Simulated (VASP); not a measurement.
A snapshot from molecular dynamics of Te, step 111; the first frame, the perfect lattice, has an electronic free energy F (no ionic kinetic energy) of -3.082 eV/atom. The Γ point alone samples so small a cell crudely.

Here is the system:

```
Te
1.0
    6.69000   -11.58742     0.00000
    6.69000    11.58742     0.00000
    0.00000     0.00000    11.86000
Te
54
Direct
  0.95875   0.13262   0.44549
  0.25642   0.21049   0.00363
  0.05621   0.06481   0.17351
  0.00285   0.11246   0.78985
  0.23209   0.22258   0.46105
  0.10712   0.99227   0.65209
  0.99407   0.46411   0.33784
  0.25874   0.55717   0.99928
  0.00151   0.26086   0.10050
  0.02569   0.45651   0.84691
  0.28802   0.54343   0.52756
  0.09794   0.35321   0.63680
  0.99248   0.80162   0.32411
  0.24770   0.91820   0.05992
  0.12047   0.69674   0.22866
  0.00894   0.75906   0.88199
  0.20655   0.88208   0.46426
  0.12349   0.67982   0.65230
  0.32709   0.08698   0.34252
  0.60609   0.24957   0.99605
  0.47642   0.02331   0.19284
  0.33281   0.07457   0.85739
  0.55883   0.17720   0.54053
  0.38172   0.96814   0.65092
  0.28367   0.33166   0.25324
  0.60278   0.63854   0.97500
  0.46438   0.31310   0.15167
  0.34410   0.37611   0.81051
  0.56153   0.56411   0.46908
  0.40021   0.24825   0.65350
  0.35146   0.74140   0.33455
  0.60168   0.89159   0.00740
  0.45820   0.67788   0.17065
  0.30553   0.76655   0.89472
  0.56870   0.91160   0.45630
  0.40567   0.73801   0.65763
  0.67404   0.12699   0.33749
  0.84014   0.21989   0.91349
  0.82336   0.01480   0.20678
  0.59212   0.02489   0.82730
  0.87251   0.29800   0.55496
  0.73893   0.01168   0.65300
  0.62668   0.38630   0.38552
  0.97167   0.59125   0.03739
  0.77207   0.36987   0.20154
  0.68366   0.45227   0.88524
  0.90039   0.53391   0.51955
  0.78615   0.37810   0.73688
  0.68483   0.77562   0.27947
  0.94359   0.93028   0.94656
  0.77490   0.67046   0.11926
  0.66795   0.78441   0.77078
  0.91199   0.89881   0.48611
  0.72507   0.64584   0.63844
```

The numbers are results of PBE GGA, VASP's PBE PAW potentials (set 64) (plane waves; VASP), not measurements. Run with PREC = Normal, LREAL = Auto, ISYM = 0, EDIFF = 1E-5, 300 eV cut-off, 1×1×1 Γ-centred mesh, Fermi-Dirac smearing of 0.078 eV, potentials Te.

Give F per atom of this frame and the forces (eV/Å).

-2.911 eV/atom.
| atom | Fx | Fy | Fz |
|---|---|---|---|
| Te1 | 0.20 | 0.07 | -0.32 |
| Te2 | 0.84 | -0.15 | -0.47 |
| Te3 | 0.56 | -0.29 | -0.11 |
| Te4 | -0.09 | -0.49 | -0.25 |
| Te5 | -0.16 | -0.17 | 0.48 |
| Te6 | -0.38 | 0.53 | 0.21 |
| Te7 | 0.06 | -0.14 | -0.47 |
| Te8 | 0.13 | 0.20 | -0.28 |
| Te9 | -0.15 | -0.28 | 0.17 |
| Te10 | 0.09 | -0.12 | -0.17 |
| Te11 | 0.03 | -0.24 | -0.30 |
| Te12 | -0.18 | -0.32 | 0.44 |
| Te13 | -0.54 | 0.26 | -0.32 |
| Te14 | 0.44 | -0.38 | 0.20 |
| Te15 | 0.16 | -0.36 | -0.51 |
| Te16 | 0.12 | 0.02 | -0.72 |
| Te17 | 0.11 | 0.06 | 0.46 |
| Te18 | -0.80 | 0.30 | 0.02 |
| Te19 | 0.15 | -0.20 | -0.59 |
| Te20 | -0.46 | -0.20 | 0.85 |
| Te21 | -0.36 | 0.32 | -0.67 |
| Te22 | -0.31 | 0.16 | -0.08 |
| Te23 | 0.43 | -0.07 | -0.14 |
| Te24 | -0.12 | -0.22 | 0.11 |
| Te25 | 0.17 | 1.29 | 0.13 |
| Te26 | -0.86 | 0.12 | -0.25 |
| Te27 | -0.17 | -0.33 | -0.19 |
| Te28 | -0.07 | -0.03 | -0.11 |
| Te29 | -0.32 | -0.01 | 0.08 |
| Te30 | 0.05 | 0.53 | 0.72 |
| Te31 | 0.12 | -0.04 | 0.04 |
| Te32 | 0.22 | 0.33 | -0.01 |
| Te33 | -0.65 | -0.12 | -0.29 |
| Te34 | -0.25 | -0.13 | 0.28 |
| Te35 | 0.04 | -0.67 | 0.45 |
| Te36 | 0.04 | 0.12 | 0.24 |
| Te37 | 0.18 | -0.31 | -0.05 |
| Te38 | 0.42 | -0.39 | 0.13 |
| Te39 | -0.43 | 0.97 | -0.24 |
| Te40 | 0.23 | 0.03 | -0.13 |
| Te41 | -0.47 | -0.86 | -1.14 |
| Te42 | 0.28 | 0.28 | -0.40 |
| Te43 | 0.15 | 0.10 | -0.07 |
| Te44 | -0.51 | 0.00 | -0.24 |
| Te45 | -0.24 | -0.19 | -0.02 |
| Te46 | 0.31 | 1.17 | 0.28 |
| Te47 | 0.93 | 0.02 | 0.29 |
| Te48 | 0.07 | 0.04 | 0.35 |
| Te49 | 0.43 | -0.57 | 0.81 |
| Te50 | -0.14 | 0.24 | 0.20 |
| Te51 | 0.34 | 0.10 | 0.39 |
| Te52 | 0.12 | -0.31 | 0.49 |
| Te53 | 0.15 | 0.46 | 0.75 |
| Te54 | 0.07 | -0.12 | -0.05 |

The cell is a supercell, built from Te (trig). Its lattice is the typed one, not relaxed at this level.
